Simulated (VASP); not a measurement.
A convergence study with VASP on Ni₃Al (space group no. 221 when undisturbed): one setting is varied, all else stays as given below, so the limit is that of these other settings. One atom is moved off its site, so that forces are finite.

```xyz
4
Lattice="3.5878 0.0000 0.0000 0.0000 3.5878 0.0000 0.0000 0.0000 3.5878" Properties=species:S:1:pos:R:3 pbc="T T T"
Al     0.0000     0.0000     0.0500
Ni     0.0000     1.7939     1.7939
Ni     1.7939     0.0000     1.7939
Ni     1.7939     1.7939     0.0000
```
Starting moments (μB, in the order of the record's atoms Al Ni Ni Ni): 0.0 0.5 0.5 0.5.

All values below come from PBE GGA, VASP's PBE PAW potentials (set 64) (plane waves; VASP). The tightest run used: 720 eV cut-off, 9×9×9 Γ-centred mesh, Gaussian smearing of 0.10 eV, potentials Al Ni.

Question: The settings run are ENCUT = 105; ENCUT = 120; ENCUT = 135; ENCUT = 150; ENCUT = 165; ENCUT = 180; ENCUT = 210; ENCUT = 240; ENCUT = 270; ENCUT = 330; ENCUT = 360; ENCUT = 405; ENCUT = 450; ENCUT = 525; ENCUT = 600; ENCUT = 720. From which on does the energy per atom stay within 0.01 eV/atom of the tightest run?

Answer: From ENCUT = 270 on: it is off by 0.0024 there and by no more than 0.01 in any finer run, while ENCUT = 240 is off by 0.0447.
```
setting      E (eV/atom)  pressure (GPa)  largest force (eV/Å)  moment (μB)  plane waves  difference judged (eV/atom)
-----------  -----------  --------------  --------------------  -----------  -----------  ---------------------------
ENCUT = 105      35.6980        -2390.52                 0.184        0.000          124                      41.1680
ENCUT = 120      14.9392        -1482.15                 0.174        0.000          147                      20.4092
ENCUT = 135       3.9355         -872.38                 0.427        0.000          174                       9.4055
ENCUT = 150      -1.1184         -508.69                 0.428        0.000          198                       4.3516
ENCUT = 165      -3.4559         -299.14                 0.332        0.028          251                       2.0141
ENCUT = 180      -4.5760         -175.39                 0.283        0.393          277                       0.8941
ENCUT = 210      -5.2677          -59.51                 0.303        0.619          328                       0.2023
ENCUT = 240      -5.4254          -18.37                 0.349        0.692          401                       0.0447
ENCUT = 270      -5.4676           -5.52                 0.358        0.714          474                       0.0024
ENCUT = 330      -5.4761           -2.85                 0.355        0.719          647                       0.0061
ENCUT = 360      -5.4733           -3.12                 0.355        0.718          739                       0.0033
ENCUT = 405      -5.4709           -3.09                 0.353        0.716          870                       0.0009
ENCUT = 450      -5.4702           -2.82                 0.353        0.716         1021                       0.0001
ENCUT = 525      -5.4702           -2.68                 0.353        0.716         1281                       0.0002
ENCUT = 600      -5.4700           -2.94                 0.352        0.716         1562                       0.0000
ENCUT = 720      -5.4700           -2.88                 0.352        0.716         2036                       0.0000
```

Left out are rungs that failed or repeat a setting and relaxations that didn't move; long series are thinned to 24 rows.

The structure is a typed Ni3Al crystal (space group no. 221). The cell was not relaxed at this level, it is distorted from the ideal structure.
